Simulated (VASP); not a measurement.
Data:

```
WSe2
1.0
    1.63984    -2.84028     0.00000
    1.63984     2.84028     0.00000
    0.00000     0.00000    12.95870
W Se
2 4
Cartesian
  1.63984   0.94676   3.23968
  1.63984  -0.94676   9.71903
  1.63984   0.94676  11.39070
  1.63984  -0.94676   4.91135
  1.63984  -0.94676   1.56800
  1.63984   0.94676   8.04736
```

Calculation: PBE GGA, VASP's PBE PAW potentials (set 64) (plane waves; VASP). Settings: 300 eV cut-off, 5×5×1 Γ-centred mesh, Fermi-Dirac smearing of 0.020 eV, potentials W_sv Se.

At this cut-off the stress carries a Pulay error, which pulls relaxed volumes low.

Problem. What does the run give for the energy per atom (σ→0), pressure, largest force?

Solution. 
```
Item                            Value
---------------------  --------------
energy per atom (σ→0)  -7.176 eV/atom
pressure                     5.01 GPa
largest force              0.276 eV/Å
```

Only differences to runs with the same potentials and settings are physical.

The structure is a typed WSe2 crystal (P6_3/mmc). The cell was not relaxed at this level. The k-mesh is coarse (spacing up to 0.48 per Å, 2π included), so the numbers may not be converged in it.
